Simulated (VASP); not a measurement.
All values below come from LDA (Ceperley-Alder, Perdew-Zunger), VASP's LDA PAW potentials (set 64) (plane waves; VASP 6.6.1).

A VASP calculation is set up with these files.

File KPOINTS:
```
kpoints
0
Gamma
  9 9 8
0 0 0
```

**INCAR**
```
SYSTEM = Ga
PREC = Accurate
ENCUT = 400
EDIFF = 1E-7
NELM = 100
ALGO = Normal
LREAL = .FALSE.
LASPH = .TRUE.
ISMEAR = -5
LMAXMIX = 4
LWAVE = .FALSE.
LCHARG = .TRUE.
LORBIT = 11
NEDOS = 601
ISIF = 2
LEFG = .TRUE.
```

POSCAR:
```
Ga
1
    2.1766784098    -3.7438648720     0.0000000000
    2.1766784098     3.7438648720    -0.0000000000
    0.0000000000    -0.0000000000     4.4759430765
Ga
4
Direct
  0.1557656957   0.8442343043   0.9163289927
  0.3442343043   0.6557656957   0.4163289927
  0.6557656957   0.3442343043   0.5836710073
  0.8442343043   0.1557656957   0.0836710073
```

POTCAR, in this order: Ga_d (LDA.64 set). Program: vasp_std.

The resulting files:

File OUTCAR:
```
 ion  position               nearest neighbor table
   1  0.156  0.844  0.916-   4 2.45   3 2.64   3 2.64   2 2.65   2 2.65   4 2.70   4 2.70
   2  0.344  0.656  0.416-   3 2.45   4 2.64   4 2.64   1 2.65   1 2.65   3 2.70   3 2.70
   3  0.656  0.344  0.584-   2 2.45   1 2.64   1 2.64   4 2.65   4 2.65   2 2.70   2 2.70
   4  0.844  0.156  0.084-   1 2.45   2 2.64   2 2.64   3 2.65   3 2.65   1 2.70   1 2.70
  LATTYP: Found a base centered orthorhombic cell.
 ALAT       =     4.3533568196
 B/A-ratio  =     1.7199898961
 C/A-ratio  =     1.0281590189
 Subroutine PRICEL returns:
 Original cell was already a primitive cell.
 Subroutine GETGRP returns: Found  8 space group operations
The static configuration has the point symmetry C_2h.
 The point group associated with its full space group is D_2h.
The dynamic configuration has the point symmetry C_2h.
 Subroutine INISYM returns: Found  8 space group operations
 Subroutine IBZKPT returns following result:
 Found    125 irreducible k-points:

 Following reciprocal coordinates:
            Coordinates               Weight
  0.000000  0.000000  0.000000      1.000000
  0.111111  0.000000  0.000000      4.000000
  0.222222 -0.000000  0.000000      4.000000
  0.333333 -0.000000  0.000000      4.000000
  0.444444 -0.000000  0.000000      4.000000
  0.111111  0.111111  0.000000      2.000000
  0.222222  0.111111  0.000000      4.000000
  0.333333  0.111111  0.000000      4.000000
  0.444444  0.111111  0.000000      4.000000
 -0.444444  0.111111  0.000000      4.000000
 -0.333333  0.111111  0.000000      4.000000
 -0.222222  0.111111  0.000000      4.000000
 -0.111111  0.111111  0.000000      2.000000
  0.222222  0.222222  0.000000      2.000000
  0.333333  0.222222  0.000000      4.000000
  0.444444  0.222222  0.000000      4.000000
 -0.444444  0.222222  0.000000      4.000000
 -0.333333  0.222222  0.000000      4.000000
 -0.222222  0.222222  0.000000      2.000000
  0.333333  0.333333  0.000000      2.000000
  0.444444  0.333333  0.000000      4.000000
 -0.444444  0.333333  0.000000      4.000000
 -0.333333  0.333333  0.000000      2.000000
  0.444444  0.444444  0.000000      2.000000
 -0.444444  0.444444  0.000000      2.000000
  0.000000  0.000000  0.125000      2.000000
  0.111111  0.000000  0.125000      8.000000
  0.222222 -0.000000  0.125000      8.000000
  0.333333 -0.000000  0.125000      8.000000
  0.444444 -0.000000  0.125000      8.000000
  0.111111  0.111111  0.125000      4.000000
  0.222222  0.111111  0.125000      8.000000
  0.333333  0.111111  0.125000      8.000000
  0.444444  0.111111  0.125000      8.000000
 -0.444444  0.111111  0.125000      8.000000
 -0.333333  0.111111  0.125000      8.000000
 -0.222222  0.111111  0.125000      8.000000
 -0.111111  0.111111  0.125000      4.000000
  0.222222  0.222222  0.125000      4.000000
  0.333333  0.222222  0.125000      8.000000
   k-points           NKPTS =    125   k-points in BZ     NKDIM =    125   number of bands    NBANDS=     31
   number of dos      NEDOS =    601   number of ions     NIONS =      4
   total plane-waves  NPLWV =  23520
   dimension x,y,z NGX =    28 NGY =   28 NGZ =   30
   dimension x,y,z NGXF=    56 NGYF=   56 NGZF=   60
   ions per type =               4
   PREC   = accura    normal or accurate (medium, high low for compatibility)
   ISTART =      0    job   : 0-new  1-cont  2-samecut
   ICHARG =      2    charge: 1-file 2-atom 10-const
   ISPIN  =      1    spin polarized calculation?
   LNONCOLLINEAR =      F non collinear calculations
   LSORBIT =      F    spin-orbit coupling
   INIWAV =      1    electr: 0-lowe 1-rand  2-diag
   ENCUT  =  400.0 eV  29.40 Ry    5.42 a.u.   7.06  7.06  7.30*2*pi/ulx,y,z
...
```

### OSZICAR
```
       N       E                     dE             d eps       ncg     rms          rms(c)
DAV:   1     0.325328785258E+03    0.32533E+03   -0.22746E+04  7850   0.277E+03
DAV:   2     0.224451552679E+02   -0.30288E+03   -0.29842E+03  8136   0.509E+02
DAV:   3    -0.136019346804E+02   -0.36047E+02   -0.35821E+02  8688   0.143E+02
DAV:   4    -0.146147130099E+02   -0.10128E+01   -0.10127E+01  8789   0.284E+01
DAV:   5    -0.146361316220E+02   -0.21419E-01   -0.21435E-01  9345   0.414E+00    0.280E+00
DAV:   6    -0.144690467775E+02    0.16708E+00   -0.29040E-01  9369   0.786E+00    0.147E+00
DAV:   7    -0.144226606782E+02    0.46386E-01   -0.83070E-02 10385   0.297E+00    0.317E-01
DAV:   8    -0.144197796366E+02    0.28810E-02   -0.19119E-02  8450   0.160E+00    0.544E-02
DAV:   9    -0.144197856550E+02   -0.60184E-05   -0.14417E-03  9156   0.388E-01    0.250E-02
DAV:  10    -0.144197736473E+02    0.12008E-04   -0.17580E-04  8710   0.156E-01    0.133E-02
DAV:  11    -0.144197858831E+02   -0.12236E-04   -0.36141E-05 11113   0.403E-02    0.382E-03
DAV:  12    -0.144197818668E+02    0.40164E-05   -0.69563E-06  9162   0.305E-02    0.872E-04
DAV:  13    -0.144197805251E+02    0.13417E-05   -0.70846E-07  6896   0.651E-03    0.451E-04
DAV:  14    -0.144197811005E+02   -0.57543E-06   -0.77115E-08  4757   0.324E-03    0.112E-04
DAV:  15    -0.144197811307E+02   -0.30130E-07   -0.17309E-08  4470   0.138E-03
   1 F= -.14419781E+02 E0= -.14419781E+02  d E =0.000000E+00
```

### OUTCAR
```
------------------------ aborting loop because EDIFF is reached ----------------------------------------
  FORCE on cell =-STRESS in cart. coord.  units (eV):
  Direction    XX          YY          ZZ          XY          YZ          ZX
  --------------------------------------------------------------------------------------
  Total       -0.0004907      0.1756024     -0.0647645      0.0000000      0.0000000      0.0000000
  in kB       -0.0107778      3.8566671     -1.4223902      0.0000000      0.0000000      0.0000000
  external PRESSURE =       0.8078330 kB  Pullay stress =       0.0000000 kB
  volume of cell :       72.95
      direct lattice vectors                 reciprocal lattice vectors
     2.176678410 -3.743864872  0.000000000     0.229707796 -0.133551829  0.000000000
     2.176678410  3.743864872  0.000000000     0.229707796  0.133551829  0.000000000
     0.000000000  0.000000000  4.475943077     0.000000000  0.000000000  0.223416604
 POSITION                                       TOTAL-FORCE (eV/Angst)
 -----------------------------------------------------------------------------------
      2.17668      2.57753      4.10144         0.000000      0.035330      0.002323
      2.17668      1.16633      1.86346         0.000000     -0.035330      0.002323
      2.17668     -1.16633      2.61248         0.000000      0.035330     -0.002323
      2.17668     -2.57753      0.37451         0.000000     -0.035330     -0.002323
 -----------------------------------------------------------------------------------
    total drift:                               -0.000000     -0.000000     -0.000000
  FREE ENERGIE OF THE ION-ELECTRON SYSTEM (eV)
  ---------------------------------------------------
  free  energy   TOTEN  =       -14.4197811307 eV

  energy  without entropy=      -14.4197811307  energy(sigma->0) =      -14.41978113

 total charge

# of ion       s       p       d       tot
------------------------------------------
    1        0.959   0.778   9.966  11.703
    2        0.959   0.778   9.966  11.703
    3        0.959   0.778   9.966  11.703
    4        0.959   0.778   9.966  11.703
--------------------------------------------------
tot          3.836   3.110  39.864  46.810

 Electric field gradients after diagonalization (V/A^2)
 (convention: |V_zz| > |V_xx| > |V_yy|)
----------------------------------------------------------------------
 ion       V_xx      V_yy      V_zz     asymmetry (V_yy - V_xx)/ V_zz
----------------------------------------------------------------------
   1      22.069    20.269   -42.338       0.043
   2      22.069    20.269   -42.338       0.043
   3      22.069    20.269   -42.338       0.043
   4      22.069    20.269   -42.338       0.043
```
(Selected blocks of OUTCAR.)

For a metal the tetrahedron method with Blöchl corrections gives inexact stress and forces.

The compound is Ga in the alpha structure. It was relaxed first, which changed the volume by -7 %.
